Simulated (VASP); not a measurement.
Bulk modulus of wurtzite semiconductors: measurement against PBE

Computed values from VASP (plane waves, PAW); cells keep the symmetry of their structure type. Static lattice, from a third-order Birch-Murnaghan fit over five volumes at each level.

Here x stands for PBE B0 and y for measured B0.

```
solid  PBE B0 (GPa)  measured B0 (GPa)  cut-off (eV)                                    basis of the measured value
-----  ------------  -----------------  ------------  -------------------------------------------------------------
CdSe           44.6               53.4           520                                          unstated, as measured
CdS            53.2               60.7           520  mostly room temperature (not given in the table), as measured
ZnS            69.0               80.0           520                                  room temperature, as measured
ZnO           128.6              143.0           520  mostly room temperature (not given in the table), as measured
AlN           193.6              208.0           520             room temperature presumed (not given), as measured
BN            372.6                  ?           520                                  room temperature, as measured
```

Taking a straight line for y over the 5 complete rows: With u = x - 98, the rows have u = -53.40, -44.80, -29.00, 30.60, 95.60. Means: u -0.20000, y 109.02. About the means, the sum of products is 16479 and the sum of squares of u is 15775; the slope is their ratio. Least squares gives y = 109.23 + 1.04460·u. Residuals (row less fit): -0.05, -1.73, 1.06, 1.81, -1.09; standard error 1.69 (degrees of freedom: 3). The slope is 1.04 with a standard error of 0.013. Before the fit, PBE less measured has mean -11.22, mean absolute 11.22 and median absolute 11.00 GPa over these 5 rows.

Question: Estimate the missing y (x = 372.6); what was measured?

Answer: u = 274.60, so y = 109.23 + 1.04460 × 274.60 = 396.08 GPa. The measured value is 375.0 GPa, 21.08 GPa below the prediction (6.6 % of the range of y in the table). The row lies outside the fitted rows, so this is an extrapolation. From the scatter of the fitted rows alone, a prediction at this place has a standard error of 4.14 GPa, so the miss is 5.1 times that.

Plain PBE misses this row by -2.4 GPa. These measured values aren't marked as zero-point corrected, so thermal and zero-point effects can be part of a miss beside the level's own error; see the basis column. ZnS is here the high-temperature form. BN is here a metastable high-pressure form. The rows are a random draw of 6 from the 6 solids that have both values on this basis (room or unstated temperature), of 9 computed in this series. Not drawn: V to Ni and open 4f shells, rows kept for tests, unfit runs, cells that left their space group, values derived or compiled from fits, values whose temperature is given only as extrapolated, encyclopaedia, home-page and unnamed sources, sources from 2025 on, soft halide and hydride lattices. Measured values as quoted by these papers, many of them computational: CdSe Michael Grünwald et al., The Journal of Chemical Physics (2012), arXiv:1201.2992; CdS Cormac Toher et al., Physical Review Materials (2017), arXiv:1611.05714; ZnS Isothermal phase behavior of Ag3SbS3, ZnGeP2, and ZnS (abstract); ZnO Cormac Toher et al., Physical Review Materials (2017), arXiv:1611.05714; AlN J. Phys. Chem. B 108, 11506, doi 10.1021/jp048396e, abstract (bulk AlN value quoted); BN Equation of state of wurtzitic boron nitride to 66 GPa, Appl. Phys. Lett., doi 10.1063/1.121186.
